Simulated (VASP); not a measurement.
KNaCl2, 4 atoms in the cell. The structure is trigonal, space group R-3m (No. 166). Conventional cell: a = 4.173 Å, b = 4.173 Å, c = 20.848 Å, α = 90.00°, β = 90.00°, γ = 120.00°. K (site symmetry -3m) has 6 Cl at 3.09 Å as nearest neighbours. Na (site symmetry -3m) is surrounded by 6 Cl at 2.86 Å. Cl (site symmetry 3m) has 3 Na at 2.86 Å and 3 K at 3.09 Å as nearest neighbours. The cell comes from a database or a generator and needn't be the stable form of this composition.

* Program: VASP 6.6.1
* Task: single point
* Functional: PBEsol
* Potentials or basis: VASP PAW PBE potentials, release 64 (K_sv, Na_pv, Cl)
* Cutoff: 520 eV
* k mesh: 9 × 9 × 9
* Occupations: gaussian, width 0.05 eV
* Spin: no spin polarisation
* Dipole correction: no
* Further INCAR settings: ALGO = Fast; EDIFF = 1e-07; NBANDS = 23

Potentials or basis: VASP PAW PBE potentials, release 64 (K_sv, Na_pv, Cl).

Launch:

```console
$ cat potpaw_PBE.64/K_sv/POTCAR potpaw_PBE.64/Na_pv/POTCAR potpaw_PBE.64/Cl/POTCAR > POTCAR
$ mpirun -np 1 vasp_std > vasp.out
```

Hardware: 1 thread of Intel(R) Xeon(R) Platinum 8488C (Sapphire Rapids), with other jobs on the host.

How long does it take, and how much memory?

Run time: 16 min on 1 thread of Intel(R) Xeon(R) Platinum 8488C (Sapphire Rapids), on a shared host, peak memory 0.55 GiB. Counts: scf iterations 23, k points 85.
